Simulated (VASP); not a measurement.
An input for Ansatz (written as the equivalent of a VASP run, and not itself run):

Ansatz 0.2 input:
```yaml
crystal:
  lattice:
    - [1.7350122, -3.0051550, 0.0000000]
    - [1.7350122, 3.0051550, 0.0000000]
    - [0.0000000, 0.0000000, 4.8244000]
  atoms:
    - { symbol: Sn, position: [0.0000000, 0.0000000, 0.0000000] }
    - { symbol: S, position: [0.3333330, 0.6666670, 0.3016467] }
    - { symbol: S, position: [0.6666670, 0.3333330, 0.6983533] }
kpoints:
  mp_grid: { grid: [10, 10, 7] }
hamiltonian:
  xc: pbe
  pseudopotentials: { kind: paw }
scf:
  occupations: { method: methfessel_paxton, width: 0.1 }
  max_iter: 100
relax:
  max_steps: 40
  f_tol: 0.02
  cell: { p_target: 45 }
output: { forces: true, stress: true, eigenvalues: true }
```

Q: Write the VASP files for the same calculation (PBE).

A: One answer among several that fit: 
File KPOINTS:
```
Automatic
0
gamma
 10 10 7
```

### INCAR
```
! general
SYSTEM  = SnS2
PREC    = Accurate
ENCUT   = 500
LREAL   = F
LASPH   = T

! electronic loop
EDIFF   = 1E-6
NELM    = 100
ALGO    = Normal
LMAXMIX = 4

! smearing
ISMEAR  = 1
SIGMA   = 0.1

! functional
GGA     = PE

! ions
IBRION  = 2
NSW     = 40
ISIF    = 3
EDIFFG  = -0.02
PSTRESS = 450

! output
LWAVE   = F
LCHARG  = F
```

**POSCAR**
```
SnS2
1
    1.7350121537    -3.0051550041    -0.0000000000
    1.7350121537     3.0051550041    -0.0000000000
    0.0000000000     0.0000000000     4.8244000113
Sn S
1 2
Direct
  0.0000000000   0.0000000000   0.0000000000
  0.3333330000   0.6666670000   0.3016467244
  0.6666670000   0.3333330000   0.6983532756
```

POTCAR, in this order: Sn_d S (PBE.64 set). Program: vasp_std.

What does not carry over: each code has its own PAW files, so the cut-off isn't converted (ENCUT is set for VASP's; basis.ecutwfc is left out, and Ansatz then takes the one that its files recommend); Ansatz stops its SCF on the density residual and VASP on the energy change (EDIFF).

The compound is SnS2 in the 1T layered structure. This run relaxes it under an external pressure of 45 GPa. Symmetry was kept, so distortions that lower it aren't found.
